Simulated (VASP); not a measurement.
Method: r2SCAN meta-GGA, VASP's PBE PAW potentials (set 64) (plane waves; VASP).

A VASP calculation is set up with these files.

**KPOINTS**
```
Automatic mesh
0
Gamma
4 3 3
0 0 0
```

### POSCAR
```
CdAs
1
    6.0151331176     0.0000000000     0.0000000000
    0.0000000000     7.8561744754     0.0000000000
    0.0000000000     0.0000000000     8.0720301483
Cd As
8 8
Direct
  0.0466821052   0.6298807932   0.8617728999
  0.9533178948   0.3701192068   0.1382271001
  0.4533178948   0.3701192068   0.3617728999
  0.5466821052   0.6298807932   0.6382271001
  0.5466821052   0.8701192068   0.1382271001
  0.4533178948   0.1298807932   0.8617728999
  0.9533178948   0.1298807932   0.6382271001
  0.0466821052   0.8701192068   0.3617728999
  0.6328293787   0.0653810068   0.4045685124
  0.3671706213   0.9346189932   0.5954314876
  0.8671706213   0.9346189932   0.9045685124
  0.1328293787   0.0653810068   0.0954314876
  0.1328293787   0.4346189932   0.5954314876
  0.8671706213   0.5653810068   0.4045685124
  0.3671706213   0.5653810068   0.0954314876
  0.6328293787   0.4346189932   0.9045685124
```

INCAR:
```
SYSTEM = CdAs
PREC = Accurate
ENCUT = 400
EDIFF = 1E-6
NELM = 100
ALGO = Normal
LREAL = Auto
LASPH = .TRUE.
ISMEAR = 0
SIGMA = 0.05
METAGGA = R2SCAN
LMIXTAU = .TRUE.
LMAXMIX = 4
LWAVE = .FALSE.
LCHARG = .FALSE.
IBRION = 2
ISIF = 3
NSW = 60
EDIFFG = -0.02
```

POTCAR, in this order: Cd As (PBE.64 set). Program: vasp_std.

Output

**OSZICAR**
```
       N       E                     dE             d eps       ncg     rms          rms(c)
DAV:   1     0.565492301384E+03    0.56549E+03   -0.57759E+04  1944   0.129E+03
DAV:   2    -0.265998809973E+03   -0.83149E+03   -0.80785E+03  2070   0.350E+02
DAV:   3    -0.316102239792E+03   -0.50103E+02   -0.49571E+02  2248   0.848E+01
DAV:   4    -0.316823072185E+03   -0.72083E+00   -0.71811E+00  2176   0.823E+00
DAV:   5    -0.316831618214E+03   -0.85460E-02   -0.85376E-02  2216   0.801E-01    0.143E+01
DAV:   6    -0.294442134300E+03    0.22389E+02   -0.24679E+01  2302   0.348E+01    0.168E+01
DAV:   7    -0.288895038673E+03    0.55471E+01   -0.18420E+00  2119   0.680E+00    0.123E+01
DAV:   8    -0.284559504219E+03    0.43355E+01   -0.15338E+00  1986   0.596E+00    0.139E+00
DAV:   9    -0.279300279323E+03    0.52592E+01   -0.28314E+00  2065   0.614E+00    0.138E+00
DAV:  10    -0.279589077639E+03   -0.28880E+00   -0.96216E-02  2080   0.105E+00    0.145E+00
DAV:  11    -0.279307274719E+03    0.28180E+00   -0.35796E-02  2245   0.606E-01    0.204E+00
DAV:  12    -0.280578599683E+03   -0.12713E+01   -0.12709E+00  2136   0.323E+00    0.787E-01
DAV:  13    -0.280851138833E+03   -0.27254E+00   -0.17454E-01  2089   0.168E+00    0.653E-01
DAV:  14    -0.280867869316E+03   -0.16730E-01   -0.79692E-03  2173   0.368E-01    0.544E-01
DAV:  15    -0.280862449100E+03    0.54202E-02   -0.18369E-02  2093   0.456E-01    0.915E-02
DAV:  16    -0.280859431519E+03    0.30176E-02   -0.47701E-03  2047   0.286E-01    0.167E-01
DAV:  17    -0.280862641778E+03   -0.32103E-02   -0.70376E-04  2197   0.107E-01    0.173E-01
DAV:  18    -0.280858178785E+03    0.44630E-02   -0.15099E-03  2083   0.142E-01    0.563E-02
DAV:  19    -0.280864945435E+03   -0.67666E-02   -0.36493E-03  1987   0.245E-01    0.436E-02
DAV:  20    -0.280865065937E+03   -0.12050E-03   -0.11646E-04  2232   0.355E-02    0.427E-02
DAV:  21    -0.280865078752E+03   -0.12815E-04   -0.29999E-06  1734   0.644E-03    0.419E-02
DAV:  22    -0.280865063760E+03    0.14992E-04   -0.50251E-05  2069   0.292E-02    0.268E-02
DAV:  23    -0.280865054634E+03    0.91263E-05   -0.16161E-04  2168   0.355E-02    0.225E-02
DAV:  24    -0.280865052213E+03    0.24207E-05   -0.13759E-05  1948   0.179E-02    0.119E-02
DAV:  25    -0.280865053321E+03   -0.11082E-05   -0.20905E-06  1515   0.699E-03    0.101E-02
DAV:  26    -0.280865052515E+03    0.80603E-06   -0.64151E-06  1603   0.902E-03
   1 F= -.28086505E+03 E0= -.28086505E+03  d E =-.280865E+03
```

OUTCAR:
```
------------------------ aborting loop because EDIFF is reached ----------------------------------------
  FORCE on cell =-STRESS in cart. coord.  units (eV):
  Direction    XX          YY          ZZ          XY          YZ          ZX
  --------------------------------------------------------------------------------------
  Total        0.2917200     -0.1626861      0.1758264      0.0000000      0.0000000      0.0000000
  in kB        1.2252864     -0.6833164      0.7385085      0.0000000      0.0000000      0.0000000
  external PRESSURE =       0.4268262 kB  Pullay stress =       0.0000000 kB
  volume of cell :      381.45
      direct lattice vectors                 reciprocal lattice vectors
     6.015133118  0.000000000  0.000000000     0.166247360  0.000000000  0.000000000
     0.000000000  7.856174475  0.000000000     0.000000000  0.127288415  0.000000000
     0.000000000  0.000000000  8.072030148     0.000000000  0.000000000  0.123884572
 POSITION                                       TOTAL-FORCE (eV/Angst)
 -----------------------------------------------------------------------------------
      0.28080      4.94845      6.95626        -0.010094      0.007898     -0.002306
      5.73433      2.90772      1.11577         0.010094     -0.007898      0.002306
      2.72677      2.90772      2.92024         0.010094     -0.007898     -0.002306
      3.28837      4.94845      5.15179        -0.010094      0.007898      0.002306
      3.28837      6.83581      1.11577        -0.010094     -0.007898      0.002306
      2.72677      1.02037      6.95626         0.010094      0.007898     -0.002306
      5.73433      1.02037      5.15179         0.010094      0.007898      0.002306
      0.28080      6.83581      2.92024        -0.010094     -0.007898     -0.002306
      3.80655      0.51364      3.26569         0.004753     -0.000751      0.005391
      2.20858      7.34253      4.80634        -0.004753      0.000751     -0.005391
      5.21615      7.34253      7.30170        -0.004753      0.000751      0.005391
      0.79899      0.51364      0.77033         0.004753     -0.000751     -0.005391
      0.79899      3.41444      4.80634         0.004753      0.000751     -0.005391
      5.21615      4.44173      3.26569        -0.004753     -0.000751      0.005391
      2.20858      4.44173      0.77033        -0.004753     -0.000751     -0.005391
      3.80655      3.41444      7.30170         0.004753      0.000751      0.005391
 -----------------------------------------------------------------------------------
    total drift:                                0.000000      0.000000     -0.000000
  FREE ENERGIE OF THE ION-ELECTRON SYSTEM (eV)
  ---------------------------------------------------
  free  energy   TOTEN  =      -280.8650525152 eV

  energy  without entropy=     -280.8650525152  energy(sigma->0) =     -280.86505252

 reached required accuracy - stopping structural energy minimisation
```
(Selected blocks of OUTCAR.)

OUTCAR:
```
 val. band max:        2.7720308018   @ k =   0.5000   0.0000   0.0000

 cond. band min:       3.2974229449   @ k =   0.0000   0.0000   0.3333


 Fermi energy:         3.0465296102

 k-point     1 :       0.0000    0.0000    0.0000
  band No.  band energies     occupation
      1     -10.2669      2.00000
      2      -9.7446      2.00000
      3      -9.6504      2.00000
      4      -9.5652      2.00000
      5      -7.9919      2.00000
      6      -7.7006      2.00000
      7      -7.6516      2.00000
      8      -7.4762      2.00000
      9      -6.4351      2.00000
     10      -6.4227      2.00000
     11      -6.4017      2.00000
     12      -6.3973      2.00000
     13      -6.3932      2.00000
     14      -6.3791      2.00000
     15      -6.3651      2.00000
     16      -6.3261      2.00000
     17      -6.3234      2.00000
     18      -6.2935      2.00000
     19      -6.2916      2.00000
     20      -6.2564      2.00000
     21      -6.2506      2.00000
     22      -6.1801      2.00000
     23      -6.1779      2.00000
     24      -6.1556      2.00000
     25      -6.1062      2.00000
     26      -6.1041      2.00000
     27      -6.0911      2.00000
     28      -6.0875      2.00000
     29      -6.0846      2.00000
     30      -6.0584      2.00000
     31      -6.0508      2.00000
     32      -6.0308      2.00000
     33      -6.0297      2.00000
     34      -5.9856      2.00000
     35      -5.9746      2.00000
     36      -5.9723      2.00000
     37      -5.9498      2.00000
     38      -5.9484      2.00000
     39      -5.9423      2.00000
     40      -5.9282      2.00000
     41      -5.8694      2.00000
     42      -5.8300      2.00000
     43      -5.8058      2.00000
     44      -5.5290      2.00000
     45      -5.4577      2.00000
     46      -5.4546      2.00000
     47      -5.3743      2.00000
     48      -4.9032      2.00000
     49      -2.7452      2.00000
     50      -1.7826      2.00000
     51      -1.7382      2.00000
...
```

The structure comes from a computed database's CdAs entry (Pbca); how it stands against other phases isn't given here. It was relaxed first. The start is the result of an earlier pass.
